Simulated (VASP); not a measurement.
The input files of a VASP run:

**KPOINTS**
```
Automatic mesh
0
Gamma
3 3 3
0 0 0
```

**POSCAR**
```
HoAs
1
    0.0000000000     3.1892800000     3.1892800000
    3.1892800000     0.0000000000     3.1892800000
    3.1892800000     3.1892800000     0.0000000000
As Ho
1 1
Direct
  0.2539370000   0.2720850000   0.2399070000
 -0.0039370000  -0.0220850000   0.0100930000
```

INCAR:
```
ALGO = Normal
EDIFF = 1E-6
ENCUT = 300
GGA = PE
ISIF = 2
ISMEAR = 0
ISPIN = 2
LASPH = .TRUE.
LCHARG = .FALSE.
LMAXMIX = 6
LORBIT = 11
LREAL = .FALSE.
LWAVE = .FALSE.
MAGMOM = 0.0 4.0
NELM = 100
PREC = Accurate
SIGMA = 0.1
SYSTEM = HoAs
```

POTCAR, in this order: As Ho (PBE.64 set). Program: vasp_std.

Write an equivalent input for Ansatz.

One equivalent input (not run):
Ansatz 0.2 input:
```yaml
crystal:
  lattice:
    - [0.0000000, 3.1892800, 3.1892800]
    - [3.1892800, 0.0000000, 3.1892800]
    - [3.1892800, 3.1892800, 0.0000000]
  atoms:
    - { symbol: As, position: [0.2539370, 0.2720850, 0.2399070] }
    - { symbol: Ho, position: [-0.0039370, -0.0220850, 0.0100930], spin: 4 }
kpoints:
  mp_grid: { grid: [3, 3, 3] }
hamiltonian:
  xc: pbe
  pseudopotentials: { kind: paw }
magnetization: { spin_polarized: true }
scf:
  occupations: { method: gaussian, width: 0.1 }
  max_iter: 100
output: { forces: true, stress: true, eigenvalues: true }
```
Limits of the translation: each code has its own PAW files, so the cut-off isn't converted (ENCUT is set for VASP's; basis.ecutwfc is left out, and Ansatz then takes the one that its files recommend); Ansatz stops its SCF on the density residual and VASP on the energy change (EDIFF).

The structure was generated: HoAs was put into an ordered model structure, which need not be its known phase. The cell was not relaxed at this level, atoms are displaced from their ideal sites. The k-mesh is coarse (spacing up to 0.57 per Å, 2π included), so the numbers may not be converged in it.
